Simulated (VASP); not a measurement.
Given:

```
InPd
1.0
    3.30636     0.00000     0.00000
    0.00000     3.30636     0.00000
    0.00000     0.00000     3.30636
In Pd
1 1
Direct
  0.50000   0.50000   0.50000
  0.00000   0.00000   0.00000
```

Computed with PBE GGA, VASP's PBE PAW potentials (set 64) (plane waves; VASP). Settings: 480 eV cut-off, 10×10×10 Γ-centred mesh, first-order Methfessel-Paxton smearing of 0.10 eV, potentials In_d Pd.

Energy and stress use the plane-wave basis of the starting cell.

Task: The ions, cell shape and volume at an external pressure of 20.0 GPa are relaxed. Give the cell that the relaxation ends in.

Result: 
```
InPd
1.0
    3.17126     0.00000     0.00000
    0.00000     3.17126     0.00000
    0.00000     0.00000     3.17126
In Pd
1 1
Cartesian
  1.58563   1.58563   1.58563
  0.00000   0.00000   0.00000
```
Space group Pm-3m (221), at a tolerance of 0.03 Å.

Task: How do energy and volume change from the first to the last step?

Result: The energy (σ→0) changes by +117.5 meV/atom and the volume by -11.8 %, in 5 ionic steps.

The compound is PdIn in the CsCl type structure. This run relaxes it under an external pressure of 20 GPa. Symmetry was kept, so distortions that lower it aren't found. The electron count is odd and the run is not spin-polarised, which forces a metal.
